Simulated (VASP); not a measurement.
MnF2:

```
Mn F
1.0
     4.87380    0.00000    0.00000
     0.00000    4.87380    0.00000
     0.00000    0.00000    3.31070
Mn F
2 4
Direct
  0.00000 0.00000 0.00000
  0.50000 0.50000 0.50000
  0.30530 0.30530 0.00000
  0.19470 0.80530 0.50000
  0.69470 0.69470 0.00000
  0.80530 0.19470 0.50000
```

* Program: VASP 6.6.1
* Task: relaxation of cell and atoms
* Functional: PBE
* Potentials or basis: VASP PAW PBE potentials, release 64 (Mn_pv, F)
* Cutoff: 600 eV
* k mesh: 6 × 6 × 8
* Occupations: gaussian, width 0.03 eV
* Spin: collinear spin, ferromagnetic start
* Starting moments: [5.0, 5.0, 0.0, 0.0, 0.0, 0.0] μB
* Hubbard terms: Mn d U = 3.9 eV

At the start: pressure 4.7 GPa; volume 13.11 Å³/atom.

Q: Where does the relaxation end?

A: Over 11 steps the energy falls by 9.6 meV/atom and the volume is 13.79 Å³/atom (+5.2 %); space group P4_2/mnm (No. 136, to 0.05 Å); moment 10.00 μB per cell.

The path:
| step | energy change (eV) | largest force (eV/Å) | pressure (GPa) | volume (Å³) |
| --- | --- | --- | --- | --- |
| 1 | 0.0000 | 0.0530 | 4.73 | 78.64 |
| 2 | -0.0552 | 0.0309 | -0.56 | 83.13 |
| 3 | -0.0562 | 0.0223 | 0.02 | 82.57 |
| 4 | -0.0562 | 0.0211 | 0.12 | 82.49 |
| 5 | -0.0568 | 0.0094 | 0.13 | 82.54 |
| 6 | -0.0572 | 0.0035 | 0.12 | 82.60 |
| 7 | -0.0570 | 0.0286 | 0.13 | 82.72 |
| 8 | -0.0573 | 0.0134 | 0.05 | 82.65 |
| 9 | -0.0573 | 0.0127 | 0.12 | 82.64 |
| 10 | -0.0573 | 0.0058 | -0.10 | 82.82 |
| 11 | -0.0573 | 0.0088 | -0.02 | 82.74 |

Final structure:
```
CELL_PARAMETERS angstrom
4.96727 0.00000 0.00000
0.00000 4.96727 0.00000
0.00000 0.00000 3.35340
ATOMIC_POSITIONS crystal
Mn 0.00000 0.00000 0.00000
Mn 0.50000 0.50000 0.50000
F 0.30536 0.30536 0.00000
F 0.19464 0.80536 0.50000
F 0.69464 0.69464 0.00000
F 0.80536 0.19464 0.50000
```

Caveat: only a ferromagnetic start was run, and an antiferromagnetic order may lie lower in energy.
